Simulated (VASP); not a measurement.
A convergence study with VASP on InP (zinc blende): one setting is varied, all else stays as given below, so the limit is that of these other settings. Each run relaxes cell and ions from the cell shown. The basis is that of the starting cell, so low cut-offs carry a Pulay error.

```xyz
2
Lattice="0.0000 2.9350 2.9350 2.9350 0.0000 2.9350 2.9350 2.9350 0.0000" Properties=species:S:1:pos:R:3 pbc="T T T"
In     0.0000     0.0000     0.0000
P      1.4675     1.4675     1.4675
```

All values below come from PBE GGA, VASP's PBE PAW potentials (set 64) (plane waves; VASP 6.6.1). The tightest run used: 700 eV cut-off, 7×7×7 Γ-centred mesh, Gaussian smearing of 0.050 eV, potentials In_d P.

Gaps are read on the run's mesh, which can miss a band edge.

| setting | relaxed volume (Å³/atom) | E (eV/atom) | gap on the mesh (eV) | plane waves |
|---|---|---|---|---|
| ENCUT = 200 | 23.849 | -4.1606 | 0.993 | 331 |
| ENCUT = 250 | 26.204 | -4.1954 | 0.484 | 465 |
| ENCUT = 300 | 26.311 | -4.1979 | 0.465 | 609 |
| ENCUT = 350 | 26.311 | -4.1986 | 0.467 | 761 |

### Question
These are the cheaper rows. Estimate the results at ENCUT = 700, and how far the last row shown lies from them.

### Answer

```json
[
 {"quantity": "relaxed volume (Å³/atom)", "tightest run": "26.446", "last row shown is off by": "-0.135"},
 {"quantity": "E (eV/atom)", "tightest run": "-4.2017", "last row shown is off by": "0.0030"},
 {"quantity": "gap on the mesh (eV)", "tightest run": "0.440", "last row shown is off by": "0.027"}
]
```

Left out are rungs that failed or repeat a setting and relaxations that didn't move; long series are thinned to 24 rows.

The compound is InP in the zinc blende structure.
